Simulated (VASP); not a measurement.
# Ta3Si3N (P4/mmm) in VASP: density of states with PBE

Aim: the density of states of Ta3Si3N with PBE.

Program: VASP 6.6.1. These are calculated values, not measurements. Logs are shortened: lines on timing, memory, paths and dates and some standing lists are left out, and cuts for length are marked.

## 1. The structure

The structure is tetragonal, space group P4/mmm (No. 123). Conventional cell: a = 3.222 Å, b = 3.222 Å, c = 9.482 Å, α = 90.00°, β = 90.00°, γ = 90.00°. Around Ta (site symmetry 4mm) lie 1 N at 2.14 Å. Ta (site symmetry 4/mmm) is surrounded by 4 N at 2.28 Å. Si (site symmetry 4mm) has 5 Si at 2.59 to 2.62 Å and 4 Ta at 2.63 Å as nearest neighbours. Si (site symmetry 4/mmm) has 2 Ta at 2.60 Å and 8 Si at 2.62 Å as nearest neighbours. Around N (site symmetry 4/mmm) lie 6 Ta at 2.14 to 2.28 Å.

The cell was built by a generator and needn't be a form met in nature.

## 2. Density of states, PBE

Contents of POSCAR:

```
Ta3Si3N
1.0
    3.2220200000      0.0000000000      0.0000000000
    0.0000000000      3.2220200000      0.0000000000
    0.0000000000      0.0000000000      9.4824000000
Ta Si N
3 3 1
Direct
    0.0000000000      0.0000000000      0.7745660000
    0.0000000000      0.0000000000      0.2254340000
    0.5000000000      0.5000000000      0.0000000000
    0.5000000000      0.5000000000      0.3633380000
    0.5000000000      0.5000000000      0.6366620000
    0.0000000000      0.0000000000      0.5000000000
    0.0000000000      0.0000000000      0.0000000000
```

Contents of INCAR.step1:

```
PREC = Accurate
ENCUT = 520
EDIFF = 1E-7
ISMEAR = 0
SIGMA = 0.1
LREAL = False
LASPH = True
NELM = 100
ALGO = Normal
ISIF = 2
LWAVE = False
LCHARG = True
LMAXMIX = 4
GGA = PE
NBANDS = 34
KPAR = 4
```

Contents of KPOINTS.step1:

```
regular mesh
0
Gamma
  10 10 4
```

Contents of INCAR.step2:

```
PREC = Accurate
ENCUT = 520
EDIFF = 1E-7
ISMEAR = -5
SIGMA = 0.1
LREAL = False
LASPH = True
NELM = 100
ALGO = Normal
ISIF = 2
LWAVE = False
LCHARG = False
LMAXMIX = 4
GGA = PE
LORBIT = 10
NBANDS = 34
KPAR = 4
NEDOS = 2001
ICHARG = 11
```

Contents of KPOINTS.step2:

```
regular mesh
0
Gamma
  15 15 6
```

Potentials or basis: VASP PAW PBE potentials, release 64 (Ta_pv, Si, N).

On the command line:

```
cat potpaw_PBE.64/Ta_pv/POTCAR potpaw_PBE.64/Si/POTCAR potpaw_PBE.64/N/POTCAR > POTCAR
cp INCAR.step1 INCAR
cp KPOINTS.step1 KPOINTS
mpirun -np 4 vasp_std > vasp.out
cp INCAR.step2 INCAR
cp KPOINTS.step2 KPOINTS
mpirun -np 4 vasp_std > vasp.out
```

OUTCAR:

```text
PREC = Accurate
   ENCUT = 520
   EDIFF = 1E-7
   ISMEAR = -5
   LREAL = False
   LASPH = True
   NELM = 100
   ISIF = 2
   GGA = PE
   LORBIT = 10
   ICHARG = 11

 ion  position               nearest neighbor table
   1  0.000  0.000  0.775-   7 2.14   6 2.60   5 2.63   5 2.63   5 2.63   5 2.63   3 3.12   3 3.12
                             3 3.12   3 3.12
   2  0.000  0.000  0.225-   7 2.14   6 2.60   4 2.63   4 2.63   4 2.63   4 2.63   3 3.12   3 3.12
                             3 3.12   3 3.12
   3  0.500  0.500  0.000-   7 2.28   7 2.28   7 2.28   7 2.28   2 3.12   2 3.12   1 3.12   2 3.12
                             1 3.12   1 3.12   2 3.12   1 3.12
   4  0.500  0.500  0.363-   5 2.59   6 2.62   6 2.62   6 2.62   6 2.62   2 2.63   2 2.63   2 2.63
                             2 2.63
   5  0.500  0.500  0.637-   4 2.59   6 2.62   6 2.62   6 2.62   6 2.62   1 2.63   1 2.63   1 2.63
                             1 2.63
   6  0.000  0.000  0.500-   1 2.60   2 2.60   4 2.62   5 2.62   4 2.62   5 2.62   4 2.62   5 2.62
                             4 2.62   5 2.62
   7  0.000  0.000  0.000-   1 2.14   2 2.14   3 2.28   3 2.28   3 2.28   3 2.28

  LATTYP: Found a simple tetragonal cell.
 ALAT       =     3.2220200000
 C/A-ratio  =     2.9429984916

  Lattice vectors:

 A1 = (   3.2220200000,   0.0000000000,   0.0000000000)
 A2 = (   0.0000000000,   3.2220200000,   0.0000000000)
 A3 = (   0.0000000000,   0.0000000000,   9.4824000000)

Analysis of symmetry for initial positions (statically):
=====================================================================
 Subroutine PRICEL returns:
 Original cell was already a primitive cell.

 Routine SETGRP: Setting up the symmetry group for a
 simple tetragonal supercell.

 Subroutine GETGRP returns: Found 16 space group operations
 (whereof 16 operations were pure point group operations)
 out of a pool of 16 trial point group operations.

The static configuration has the point symmetry D_4h.

Analysis of symmetry for dynamics (positions and initial velocities):
=====================================================================
 Subroutine PRICEL returns:
 Original cell was already a primitive cell.

 Routine SETGRP: Setting up the symmetry group for a
 simple tetragonal supercell.

 Subroutine GETGRP returns: Found 16 space group operations
 (whereof 16 operations were pure point group operations)
 out of a pool of 16 trial point group operations.

The dynamic configuration has the point symmetry D_4h.

 Subroutine INISYM returns: Found 16 space group operations
 (whereof 16 operations are pure point group operations),
 and found     1 'primitive' translations

----------------------------------------------------------------------------------------

                                     Primitive cell

  volume of cell :      98.4407

  direct lattice vectors                    reciprocal lattice vectors
     3.222020000  0.000000000  0.000000000     0.310364306  0.000000000  0.000000000
     0.000000000  3.222020000  0.000000000     0.000000000  0.310364306  0.000000000
     0.000000000  0.000000000  9.482400000     0.000000000  0.000000000  0.105458534

  length of vectors
     3.222020000  3.222020000  9.482400000     0.310364306  0.310364306  0.105458534

  position of ions in fractional coordinates (direct lattice)
     0.000000000  0.000000000  0.774566000
     0.000000000  0.000000000  0.225434000
     0.500000000  0.500000000  0.000000000
     0.500000000  0.500000000  0.363338000
     0.500000000  0.500000000  0.636662000
     0.000000000  0.000000000  0.500000000
     0.000000000  0.000000000  0.000000000

  ion indices of the primitive-cell ions
   primitive index   ion index
                 1           1
                 2           2
                 3           3
                 4           4
                 5           5
                 6           6
                 7           7

----------------------------------------------------------------------------------------

 KPOINTS: regular mesh

Automatic generation of k-mesh.
 Grid dimensions read from file:
 generate k-points for:   15   15    6

 Generating k-lattice:

  Cartesian coordinates                     Fractional coordinates (reciprocal lattice)
     0.020690954  0.000000000  0.000000000     0.066666667  0.000000000  0.000000000
     0.000000000  0.020690954  0.000000000     0.000000000  0.066666667  0.000000000
     0.000000000  0.000000000  0.017576422     0.000000000  0.000000000  0.166666667

  Length of vectors
     0.020690954  0.020690954  0.017576422

  Shift w.r.t. Gamma in fractional coordinates (k-lattice)
     0.000000000  0.000000000  0.000000000

 TETIRR: Found   2019 inequivalent tetrahedra from     8100

 Subroutine IBZKPT returns following result:
 ===========================================

 Found    144 irreducible k-points:

 Following reciprocal coordinates:
            Coordinates               Weight
  0.000000  0.000000  0.000000      1.000000
  0.066667  0.000000  0.000000      4.000000
  0.133333  0.000000  0.000000      4.000000
  0.200000  0.000000  0.000000      4.000000
  0.266667  0.000000  0.000000      4.000000
  0.333333  0.000000  0.000000      4.000000
[... 16 lines left out ...]
  0.266667  0.200000  0.000000      8.000000
  0.333333  0.200000  0.000000      8.000000
 [... further k-points ...]
   k-points           NKPTS =    144   k-points in BZ     NKDIM =    144   number of bands    NBANDS=     34
   number of dos      NEDOS =   2001   number of ions     NIONS =      7
   total plane-waves  NPLWV =  41472
   dimension x,y,z NGX =    24 NGY =   24 NGZ =   72
   dimension x,y,z NGXF=    48 NGYF=   48 NGZF=  144
   ions per type =               3   3   1
   NGX,Y,Z   is equivalent  to a cutoff of  12.38, 12.38, 12.62 a.u.
   NGXF,Y,Z  is equivalent  to a cutoff of  24.77, 24.77, 25.25 a.u.
 SYSTEM =  unknown system
   PREC   = accura    normal or accurate (medium, high low for compatibility)
   ISTART =      0    job   : 0-new  1-cont  2-samecut
   ICHARG =     11    charge: 1-file 2-atom 10-const
   ISPIN  =      1    spin polarized calculation?
   LNONCOLLINEAR =      F non collinear calculations
   LSORBIT =      F    spin-orbit coupling
   LASPH  =      T    aspherical Exc in radial PAW
   ENCUT  =  520.0 eV  38.22 Ry    6.18 a.u.   5.99  5.99 17.63*2*pi/ulx,y,z
   NELM   =    100;   NELMIN=  2; NELMDL=  0     # of ELM steps
   EDIFF  = 0.1E-06   stopping-criterion for ELM
   LREAL  =      F    real-space projection
   EDIFFG = 0.1E-05   stopping-criterion for IOM
   NSW    =      0    number of steps for IOM
   IBRION =     -1    ionic relax: 0-MD 1-quasi-New 2-CG
   NFREE  =      0    steps in history (QN), initial steepest desc. (CG)
   ISIF   =      2    stress and relaxation
   ISYM   =      2    0-nonsym 1-usesym 2-fastsym
   POTIM  = 0.5000    time-step for ionic-motion
   TEBEG  =    0.0;   TEEND  =   0.0 temperature during run
   PSTRESS=    0.0 pullay stress
   NELECT =      50.0000    total number of electrons
   NUPDOWN=      -1.0000    fix difference up-down
   EMIN   =  10.00;   EMAX   =-10.00  energy-range for DOS
   EFERMI =   0.00;   METHOD = LEGACY
   ISMEAR =    -5;   SIGMA  =   0.10  broadening in eV -4-tet -1-fermi 0-gaus
   EFERMI_NEDOS =   21; number of points for ismear=-14 and -15
   IALGO  =     38    algorithm
   IMIX   =      4    mixing-type and parameters
     AMIX     =   0.40;   BMIX     =  1.00
     AMIX_MAG =   1.60;   BMIX_MAG =  1.00
  volume/ion in A,a.u.               =      14.06        94.90
  Fermi-wavevector in a.u.,A,eV,Ry     =   1.306191  2.468343 23.213364  1.706134
  Thomas-Fermi vector in A             =   2.437009
   LORBIT       =     10    0 simple, 1 ext, 2 COOP (PROOUT), +10 PAW based schemes
   GGA     = PE    functional components
   LHFCALC =     F    Hartree Fock is set to
   AEXX    =    0.0000 exact exchange contribution
   IVDW    =     0    specifies the selected vdW correction
   LEPSILON=     F    determine dielectric tensor
   LRPA    =     F    only Hartree local field effects (RPA)
 non-spin polarized calculation
 Fermi weights with tetrahedron method with Bloechl corrections
  energy-cutoff  :      520.00
  volume of cell :       98.44
 maximum number of plane-waves:      2685
 NGX is ok and might be reduce to    24

 number of electron      49.9999999 magnetization

 Free energy of the ion-electron system (eV)
  ---------------------------------------------------
  ext. energy  EPLUGINS =         0.00000000
  ---------------------------------------------------
  free energy    TOTEN  =       -62.34120001 eV

  energy without entropy =      -62.34120001  energy(sigma->0) =      -62.34120001

 E-fermi :   8.5262     XC(G=0): -12.2720

 val. band max:        8.5771580665   @ k =   0.4000   0.1333   0.0000
 cond. band min:       8.5017776723   @ k =   0.2000   0.0667   0.0000
 fundamental gap:     -0.0753803942
 Fermi energy:         8.5261577430

 k-point     1 :       0.0000    0.0000    0.0000
  band No.  band energies     occupation
      1     -26.7655      2.00000
      2     -26.7655      2.00000
      3     -26.5057      2.00000
      4     -25.9108      2.00000
      5     -25.8144      2.00000
      6     -25.5865      2.00000
[... 26 lines left out ...]
     33      11.7142      0.00000
     34      11.8909      0.00000
[... 820 lines left out ...]
      4     -25.8467      2.00000
      5     -25.8415      2.00000
      6     -25.7790      2.00000
[... 26 lines left out ...]
     33      12.2722      0.00000
     34      12.4818      0.00000

 [... further k-points ...]

------------------------ aborting loop because EDIFF is reached ----------------------------------------

  FORCE on cell =-STRESS in cart. coord.  units (eV):
  Direction    XX          YY          ZZ          XY          YZ          ZX
  --------------------------------------------------------------------------------------
  -------------------------------------------------------------------------------------
  Total        0.0328802      0.0328802      0.0410865      0.0000000      0.0000000      0.0000000
  in kB        0.5351430      0.5351430      0.6687062      0.0000000      0.0000000      0.0000000
  external PRESSURE =       0.5796641 kB  Pullay stress =       0.0000000 kB

 VOLUME and BASIS-vectors are now :
 -----------------------------------------------------------------------------
  energy-cutoff  :      520.00
  volume of cell :       98.44
      direct lattice vectors                 reciprocal lattice vectors
     3.222020000  0.000000000  0.000000000     0.310364306  0.000000000  0.000000000
     0.000000000  3.222020000  0.000000000     0.000000000  0.310364306  0.000000000
     0.000000000  0.000000000  9.482400000     0.000000000  0.000000000  0.105458534

 POSITION                                       TOTAL-FORCE (eV/Angst)
 -----------------------------------------------------------------------------------
      0.00000      0.00000      7.34474        -0.000000     -0.000000     -0.030516
      0.00000      0.00000      2.13766         0.000000     -0.000000      0.030516
      1.61101      1.61101      0.00000         0.000000      0.000000      0.000000
      1.61101      1.61101      3.44532        -0.000000     -0.000000     -0.035885
      1.61101      1.61101      6.03708        -0.000000      0.000000      0.035885
      0.00000      0.00000      4.74120         0.000000      0.000000      0.000000
      0.00000      0.00000      0.00000         0.000000      0.000000      0.000000
 -----------------------------------------------------------------------------------
    total drift:                               -0.000000     -0.000000     -0.000000

  FREE ENERGIE OF THE ION-ELECTRON SYSTEM (eV)
  ---------------------------------------------------
  free  energy   TOTEN  =       -62.3412000072 eV

  energy  without entropy=      -62.3412000072  energy(sigma->0) =      -62.34120001

 total charge

# of ion       s       p       d       tot
------------------------------------------
    1        0.309   6.192   2.471   8.972
    2        0.309   6.192   2.471   8.972
    3        0.277   6.159   2.290   8.726
    4        0.759   0.897   0.000   1.656
    5        0.759   0.897   0.000   1.656
    6        0.786   0.852   0.000   1.638
    7        1.234   2.487   0.000   3.721
--------------------------------------------------
tot          4.433  23.675   7.233  35.341
```

Run time: 2.3 min. Hardware: 4 MPI ranks of AMD EPYC 7R13 (Zen 3), shared host; peak memory 0.46 GiB.

Results:

```yaml
Valence_electrons_inside_the_program's_atomic_spheres: Ta 8.97, 8.73; Si 1.66, 1.64; N 3.72
```

Levels at points of the mesh, in eV from the Fermi level:
```
           k point  band 23  band 24  band 25  band 26  band 27  band 28
(0.00, 0.00, 0.00)    -0.79    -0.68    -0.68    -0.47     1.17     1.18
(0.00, 0.00, 0.50)    -0.12     0.25     0.25     0.28     0.28     0.44
```

States per cell in windows of 1 eV (zero at the Fermi level; states under -8 eV left out):
| from (eV) | total | Ta3_d | Ta1_d | Ta2_d | N7_p | Si6_p | Si4_p |
| --- | --- | --- | --- | --- | --- | --- | --- |
| -8.0 | 2.41 | 0.10 | 0.08 | 0.08 | 0.29 | 0.03 | 0.04 |
| -7.0 | 3.20 | 0.22 | 0.13 | 0.13 | 0.68 | 0.05 | 0.05 |
| -6.0 | 3.27 | 0.25 | 0.15 | 0.15 | 0.84 | 0.07 | 0.07 |
| -5.0 | 3.04 | 0.12 | 0.19 | 0.19 | 0.28 | 0.14 | 0.17 |
| -4.0 | 2.84 | 0.10 | 0.28 | 0.28 | 0.06 | 0.10 | 0.17 |
| -3.0 | 3.14 | 0.38 | 0.38 | 0.38 | 0.06 | 0.08 | 0.11 |
| -2.0 | 4.39 | 0.57 | 0.63 | 0.63 | 0.12 | 0.15 | 0.11 |
| -1.0 | 3.65 | 0.46 | 0.56 | 0.56 | 0.08 | 0.10 | 0.10 |
| 0.0 | 3.31 | 0.50 | 0.49 | 0.49 | 0.08 | 0.15 | 0.05 |
| 1.0 | 3.21 | 0.72 | 0.47 | 0.47 | 0.10 | 0.08 | 0.05 |
| 2.0 | 4.68 | 1.31 | 0.58 | 0.58 | 0.14 | 0.09 | 0.10 |
| 3.0 | 4.97 | 1.16 | 0.80 | 0.80 | 0.13 | 0.09 | 0.09 |
| 4.0 | 1.88 | 0.32 | 0.35 | 0.35 | 0.04 | 0.04 | 0.04 |
| 5.0 | 0.00 | 0.00 | 0.00 | 0.00 | 0.00 | 0.00 | 0.00 |
| 6.0 | 0.00 | 0.00 | 0.00 | 0.00 | 0.00 | 0.00 | 0.00 |

Caveat: tetrahedron occupations give inexact forces and stress in metals.
